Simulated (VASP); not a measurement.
# Al2Au: structure and properties in VASP, part 4 of 5

Wanted: the relaxed cell of Al2Au and its properties. Left out of this account: 1 further run (relaxation: a spoilt try). The start is a cell from a database of measured crystal structures.

VASP 6.6.1; LDA; plane waves and PAW (Al, Au).

Still holding for the runs below: This run has no spin polarisation. Its electron count is odd, so without a moment it is a metal by construction.

So far. Step 10 (Volume scan with LDA, volume scale 1): The run ends at a pressure of -0.01 GPa.

### Step 11. Volume scan with LDA, volume scale 1.02

INCAR reads:

```
SYSTEM = Al2Au
PREC = Accurate
ENCUT = 400
EDIFF = 1E-06
NELM = 100
ISMEAR = 1
SIGMA = 0.2
LREAL = .FALSE.
ALGO = Normal
GGA = CA
NBANDS = 14
LASPH = .TRUE.
LORBIT = 11
LWAVE = .FALSE.
LCHARG = .FALSE.
KPAR = 2
ISIF = 2
```

POSCAR reads:

```
Al2Au
1.0
    0.0000000000      2.9996258423      2.9996258423
    2.9996258423      0.0000000000      2.9996258423
    2.9996258423      2.9996258423      0.0000000000
Al Au
2 1
Direct
    0.2500000000      0.2500000000      0.2500000000
    0.7500000000      0.7500000000      0.7500000000
    0.0000000000      0.0000000000      0.0000000000
```

KPOINTS reads:

```
Automatic mesh
0
Gamma
7 7 7
0 0 0
```

PAW data sets: Al and Au (LDA family, release 64).

The run is started by

```sh
> mpirun -np 2 vasp_std
```

Output:

```text
[... set-up lines as in an earlier step ...]
 entering main loop
       N       E                     dE             d eps       ncg     rms          rms(c)
DAV:   1     0.459756457207E+02    0.45976E+02   -0.60079E+03   576   0.808E+02
DAV:   2    -0.142384333382E+02   -0.60214E+02   -0.54965E+02   676   0.164E+02
DAV:   3    -0.156060147621E+02   -0.13676E+01   -0.13606E+01   692   0.244E+01
DAV:   4    -0.156155642234E+02   -0.95495E-02   -0.95490E-02   644   0.235E+00
[...]
DAV:  10    -0.142768568994E+02   -0.11324E-04   -0.13365E-04   632   0.925E-02    0.387E-02
DAV:  11    -0.142768515373E+02    0.53621E-05   -0.58888E-06   740   0.187E-02    0.134E-02
DAV:  12    -0.142768513929E+02    0.14442E-06   -0.80869E-07   442   0.915E-03
   1 F= -.14276851E+02 E0= -.14276895E+02  d E =0.130194E-03
```

Wall time 3.4 s (2 MPI ranks of Intel Xeon 6975P-C (Granite Rapids), shared host); peak memory 0.24 GiB.

From OUTCAR (step 11):

```text
  Total       -0.7847190     -0.7847190     -0.7847190     -0.0000000      0.0000000      0.0000000
  in kB      -23.2912879    -23.2912879    -23.2912879     -0.0000000      0.0000000      0.0000000
  external PRESSURE =     -23.2912879 kB  Pullay stress =       0.0000000 kB

 POSITION                                       TOTAL-FORCE (eV/Angst)
 -----------------------------------------------------------------------------------
      1.49981      1.49981      1.49981         0.000000      0.000000      0.000000
      4.49944      4.49944      4.49944        -0.000000     -0.000000     -0.000000
      0.00000      0.00000      0.00000         0.000000      0.000000      0.000000
 -----------------------------------------------------------------------------------
    total drift:                               -0.000000     -0.000000      0.000000

  FREE ENERGIE OF THE ION-ELECTRON SYSTEM (eV)
  ---------------------------------------------------
  free  energy   TOTEN  =       -14.2768513929 eV

  energy  without entropy=      -14.2769815870  energy(sigma->0) =      -14.27689479

[... 1 part as in an earlier step ...]

[... 2 further parts left out ...]
[key lines of the parts left out:]
E-fermi :   7.5929
```

The pressure falls from -0.01 to -2.33 GPa.

The run ends at a pressure of -2.33 GPa.

### Step 12. Volume scan with LDA, volume scale 1.04

INCAR is that of step 11.

POSCAR reads:

```
Al2Au
1.0
    0.0000000000      3.0191044780      3.0191044780
    3.0191044780      0.0000000000      3.0191044780
    3.0191044780      3.0191044780      0.0000000000
Al Au
2 1
Direct
    0.2500000000      0.2500000000      0.2500000000
    0.7500000000      0.7500000000      0.7500000000
    0.0000000000      0.0000000000      0.0000000000
```

KPOINTS is that of step 11.

The run is started by

```sh
> mpirun -np 2 vasp_std
```

Output:

```text
[... set-up lines as in an earlier step ...]
 entering main loop
       N       E                     dE             d eps       ncg     rms          rms(c)
DAV:   1     0.448596862775E+02    0.44860E+02   -0.58196E+03   584   0.791E+02
DAV:   2    -0.143122410351E+02   -0.59172E+02   -0.53369E+02   656   0.163E+02
DAV:   3    -0.155564351376E+02   -0.12442E+01   -0.12350E+01   710   0.232E+01
DAV:   4    -0.155652285801E+02   -0.87934E-02   -0.87859E-02   662   0.224E+00
[...]
DAV:  10    -0.142547734545E+02   -0.65039E-05   -0.14108E-04   668   0.941E-02    0.385E-02
DAV:  11    -0.142547682568E+02    0.51978E-05   -0.63547E-06   716   0.194E-02    0.136E-02
DAV:  12    -0.142547681052E+02    0.15158E-06   -0.90664E-07   448   0.965E-03
   1 F= -.14254768E+02 E0= -.14254828E+02  d E =0.180992E-03
```

Elapsed: 3.4 s, on 2 MPI ranks; peak memory 0.24 GiB.

OUTCAR, selected parts (step 12):

```text
  Total       -1.5092251     -1.5092251     -1.5092251     -0.0000000     -0.0000000     -0.0000000
  in kB      -43.9339416    -43.9339416    -43.9339416     -0.0000000     -0.0000000     -0.0000000
  external PRESSURE =     -43.9339416 kB  Pullay stress =       0.0000000 kB

 POSITION                                       TOTAL-FORCE (eV/Angst)
 -----------------------------------------------------------------------------------
      1.50955      1.50955      1.50955         0.000000     -0.000000      0.000000
      4.52866      4.52866      4.52866        -0.000000     -0.000000     -0.000000
      0.00000      0.00000      0.00000        -0.000000      0.000000      0.000000
 -----------------------------------------------------------------------------------
    total drift:                               -0.000000     -0.000000      0.000000

  FREE ENERGIE OF THE ION-ELECTRON SYSTEM (eV)
  ---------------------------------------------------
  free  energy   TOTEN  =       -14.2547681052 eV

  energy  without entropy=      -14.2549490976  energy(sigma->0) =      -14.25482844

[... 1 part as in an earlier step ...]

[... 2 further parts left out ...]
[key lines of the parts left out:]
E-fermi :   7.3776
```

The pressure falls from -2.33 to -4.39 GPa.

The run ends at a pressure of -4.39 GPa.

### Step 13. Volume scan with LDA, volume scale 1.06

A prediction first. A parabola through the 6 pressures of evenly scaled cells so far, P = -0.02 -123.1 t +299 t² GPa with t = ln(V/V₁) and V₁ the volume at scale 1, gives -6.18 GPa at t = +0.0583.

INCAR is that of step 12.

POSCAR reads:

```
Al2Au
1.0
    0.0000000000      3.0383349613      3.0383349613
    3.0383349613      0.0000000000      3.0383349613
    3.0383349613      3.0383349613      0.0000000000
Al Au
2 1
Direct
    0.2500000000      0.2500000000      0.2500000000
    0.7500000000      0.7500000000      0.7500000000
    0.0000000000      0.0000000000      0.0000000000
```

KPOINTS is that of step 12.

The run is started by

```sh
> mpirun -np 2 vasp_std
```

Output:

```text
[... set-up lines as in an earlier step ...]
 entering main loop
       N       E                     dE             d eps       ncg     rms          rms(c)
DAV:   1     0.395599387304E+02    0.39560E+02   -0.61190E+03   608   0.808E+02
DAV:   2    -0.144020838297E+02   -0.53962E+02   -0.50190E+02   692   0.159E+02
DAV:   3    -0.154951195682E+02   -0.10930E+01   -0.10855E+01   710   0.217E+01
DAV:   4    -0.155024741796E+02   -0.73546E-02   -0.73535E-02   674   0.211E+00
[...]
DAV:  10    -0.142198095567E+02   -0.11905E-05   -0.14668E-04   650   0.954E-02    0.377E-02
DAV:  11    -0.142198045160E+02    0.50407E-05   -0.68139E-06   722   0.201E-02    0.136E-02
DAV:  12    -0.142198043590E+02    0.15697E-06   -0.97409E-07   400   0.992E-03
   1 F= -.14219804E+02 E0= -.14219886E+02  d E =0.243498E-03
```

It took 3.4 s on 2 MPI ranks; peak memory 0.24 GiB; 4.5 s of CPU time.

From OUTCAR (step 13):

```text
  Total       -2.1813752     -2.1813752     -2.1813752     -0.0000000      0.0000000      0.0000000
  in kB      -62.3022900    -62.3022900    -62.3022900     -0.0000000      0.0000000      0.0000000
  external PRESSURE =     -62.3022900 kB  Pullay stress =       0.0000000 kB

 POSITION                                       TOTAL-FORCE (eV/Angst)
 -----------------------------------------------------------------------------------
      1.51917      1.51917      1.51917         0.000000     -0.000000     -0.000000
      4.55750      4.55750      4.55750        -0.000000     -0.000000      0.000000
      0.00000      0.00000      0.00000         0.000000      0.000000      0.000000
 -----------------------------------------------------------------------------------
    total drift:                               -0.000000     -0.000000      0.000000

  FREE ENERGIE OF THE ION-ELECTRON SYSTEM (eV)
  ---------------------------------------------------
  free  energy   TOTEN  =       -14.2198043590 eV

  energy  without entropy=      -14.2200478569  energy(sigma->0) =      -14.21988552

[... 1 part as in an earlier step ...]

[... 2 further parts left out ...]
[key lines of the parts left out:]
E-fermi :   7.1704
```

The pressure falls from -4.39 to -6.23 GPa. The parabola predicted -6.18 GPa, +0.05 GPa off.

### Step 14. Comparing the runs

Times are for 2 MPI ranks of Intel Xeon 6975P-C (Granite Rapids), shared host. The series side by side:

| no. | volume scale | energy above the lowest point (meV/atom) | pressure (GPa) | time | memory (GiB) |
| --- | --- | --- | --- | --- | --- |
| 1 | 0.94 | 27.54 | 8.749 | 3.4 s | 0.24 |
| 2 | 0.96 | 11.81 | 5.493 | 3.4 s | 0.24 |
| 3 | 0.98 | 2.88 | 2.585 | 3.4 s | 0.24 |
| 4 | 1 | 0 | -0.01084 | 3.2 s | 0.24 |
| 5 | 1.02 | 2.54 | -2.329 | 3.4 s | 0.24 |
| 6 | 1.04 | 9.89 | -4.393 | 3.4 s | 0.24 |
| 7 | 1.06 | 21.54 | -6.230 | 3.4 s | 0.24 |

### Step 15. Fit for LDA

This step: Birch-Murnaghan fit, LDA; plane waves and PAW (VASP 6.6.1).

Derived from the runs above.

Numbers from this step:

```yaml
pressure_derivative_of_the_bulk_modulus: 4.709
r_m_s_error_of_the_fit: 3.35e-6 eV/atom
minimum_inside_the_sampled_range: yes
bulk_modulus: 122.4 GPa
equilibrium_volume_of_the_fit: 17.64 Å³/atom
```

Energy above the fitted minimum against volume:

| volume (Å³/atom) | energy above the fitted minimum (eV/atom) |
| --- | --- |
| 16.582 | 0.0275 |
| 16.935 | 0.0118 |
| 17.288 | 0.00288 |
| 17.640 | -6.1e-6 |
| 17.993 | 0.00253 |
| 18.346 | 0.00989 |
| 18.699 | 0.0215 |

The fitted volume lies +0.03 % from the relaxed one.

### Step 16. Vibrations at Γ (LDA)

This step: LDA; plane waves and PAW (Al, Au) (VASP 6.6.1).

Zone-centre modes test whether the atoms sit at a minimum within this cell. IBRION = 8 takes the force constants from linear response, which needs tightly converged orbitals.

Changes to INCAR since step 13:

```diff
@@ -3,3 +3,3 @@
 ENCUT = 400
-EDIFF = 1E-06
+EDIFF = 1E-08
 NELM = 100
@@ -16,2 +16,3 @@
 KPAR = 2
+IBRION = 8
 ISIF = 2
```

POSCAR reads:

```
Al2Au
1.0
    0.0000000000      2.9798908904      2.9798908904
    2.9798908904      0.0000000000      2.9798908904
    2.9798908904      2.9798908904      0.0000000000
Al Au
2 1
Direct
    0.2500000000      0.2500000000      0.2500000000
    0.7500000000      0.7500000000      0.7500000000
    0.0000000000      0.0000000000      0.0000000000
```

KPOINTS reads:

```
Automatic mesh
0
Gamma
11 11 11
0 0 0
```

The run is started by

```sh
> mpirun -np 2 vasp_std
```

Output:

```text
[... set-up lines as in an earlier step ...]
 entering main loop
       N       E                     dE             d eps       ncg     rms          rms(c)
DAV:   1     0.450281078004E+02    0.45028E+02   -0.59649E+03  1616   0.804E+02
DAV:   2    -0.144805482154E+02   -0.59509E+02   -0.55288E+02  1884   0.166E+02
DAV:   3    -0.156444457562E+02   -0.11639E+01   -0.11589E+01  1990   0.229E+01
DAV:   4    -0.156519998298E+02   -0.75541E-02   -0.75535E-02  1808   0.219E+00
DAV:   5    -0.156520954783E+02   -0.95649E-04   -0.95648E-04  2038   0.249E-01    0.931E+00
DAV:   6    -0.144196641306E+02    0.12324E+01   -0.53818E+00  1802   0.244E+01    0.395E+00
DAV:   7    -0.143264918578E+02    0.93172E-01   -0.24297E-01  1658   0.523E+00    0.186E+00
DAV:   8    -0.142866481374E+02    0.39844E-01   -0.28044E-02  1952   0.106E+00    0.410E-01
DAV:   9    -0.142851824603E+02    0.14657E-02   -0.27401E-03  1838   0.547E-01    0.213E-01
DAV:  10    -0.142851991047E+02   -0.16644E-04   -0.13098E-04  1954   0.924E-02    0.395E-02
DAV:  11    -0.142851932679E+02    0.58368E-05   -0.64146E-06  1928   0.199E-02    0.131E-02
DAV:  12    -0.142851931511E+02    0.11684E-06   -0.74182E-07  1898   0.856E-03    0.279E-03
DAV:  13    -0.142851931535E+02   -0.24102E-08   -0.50420E-08  1940   0.174E-03
   1 F= -.14285193E+02 E0= -.14284774E+02  d E =-.125873E-02
 Linear response reoptimize wavefunctions to high precision
DAV:   1    -0.142851931536E+02   -0.14120E-09   -0.21345E-09  1594   0.399E-04
DAV:   2    -0.142851931537E+02   -0.16826E-10   -0.99303E-11  1006   0.775E-05
 Linear response DOF=           2
 Linear response progress:
  Degree of freedom:   1/  2
       N       E                     dE             d eps       ncg     rms          rms(c)
RMM:   1    -0.651325962462E-02   -0.65133E-02    0.16778E-02 15360   0.625E-01
RMM:   2    -0.686396513211E-02   -0.35071E-03   -0.29888E-04  9457   0.112E-01    0.676E-02
RMM:   3    -0.685610798553E-02    0.78571E-05   -0.12025E-04  9732   0.603E-02    0.339E-02
RMM:   4    -0.692469621906E-02   -0.68588E-04   -0.55552E-05  9751   0.390E-02    0.831E-03
RMM:   5    -0.692202205452E-02    0.26742E-05   -0.18226E-06  9980   0.847E-03    0.932E-04
RMM:   6    -0.692298357341E-02   -0.96152E-06   -0.18779E-07 10084   0.207E-03    0.292E-04
RMM:   7    -0.692172581534E-02    0.12578E-05   -0.19909E-08 10214   0.472E-04    0.995E-05
RMM:   8    -0.692173388524E-02   -0.80699E-08   -0.36994E-09 10327   0.104E-04    0.229E-05
 first order change of Fermi-energy   0.86676E-05
 force on displaced ion       1 direction 1 :  -5.479   0.000   0.000
 Linear response progress:
  Degree of freedom:   2/  2
       N       E                     dE             d eps       ncg     rms          rms(c)
RMM:   1    -0.289140849429E+00   -0.28914E+00   -0.25407E-01  5948   0.387E+00
RMM:   2    -0.287926920100E+00    0.12139E-02   -0.39538E-03  5344   0.468E-01    0.167E-01
RMM:   3    -0.287354203316E+00    0.57272E-03   -0.81280E-04  5945   0.180E-01    0.857E-02
RMM:   4    -0.287570651979E+00   -0.21645E-03   -0.68752E-04  5921   0.157E-01    0.176E-02
RMM:   5    -0.287648116875E+00   -0.77465E-04   -0.47158E-05  5815   0.422E-02    0.504E-03
RMM:   6    -0.287625065988E+00    0.23051E-04   -0.70670E-06  6040   0.157E-02    0.309E-03
RMM:   7    -0.287583681052E+00    0.41385E-04   -0.62016E-07  5999   0.545E-03    0.313E-04
RMM:   8    -0.287578168376E+00    0.55127E-05   -0.37611E-08  6300   0.124E-03    0.181E-04
RMM:   9    -0.287579326034E+00   -0.11577E-05   -0.90162E-09  6225   0.374E-04    0.298E-05
RMM:  10    -0.287579465796E+00   -0.13976E-06   -0.86259E-09  6397   0.759E-05    0.201E-05
RMM:  11    -0.287579553054E+00   -0.87258E-07   -0.41571E-09  6294   0.674E-05    0.171E-06
RMM:  12    -0.287579598130E+00   -0.45076E-07   -0.51185E-09  6674   0.330E-05    0.133E-06
RMM:  13    -0.287579591400E+00    0.67295E-08   -0.73075E-10  5584   0.257E-05    0.310E-07
 first order change of Fermi-energy   0.64270E-04
 force on displaced ion       3 direction 1 :  -8.498   0.000   0.000
 Linear response finished
```

Elapsed: 58 s, on 2 MPI ranks; peak memory 0.63 GiB; 94 s of CPU time.

(Continued in part 5 of 5.)

[Lines on the potential files, build, host, timing and source positions are cut from VASP's logs without a mark.]

[Logs are printed without paths, hosts, clocks, repeated set-up lines and the standing remarks that a program may print on its own settings, such as how far it seeks lower states.]

[Hosts, paths, dates, database ids (printed as entryN), source tags and the programs' standing remarks are cut or masked in the printed files.]

[A measured line is paired with the nearest computed mode of its activity, which favours agreement.]
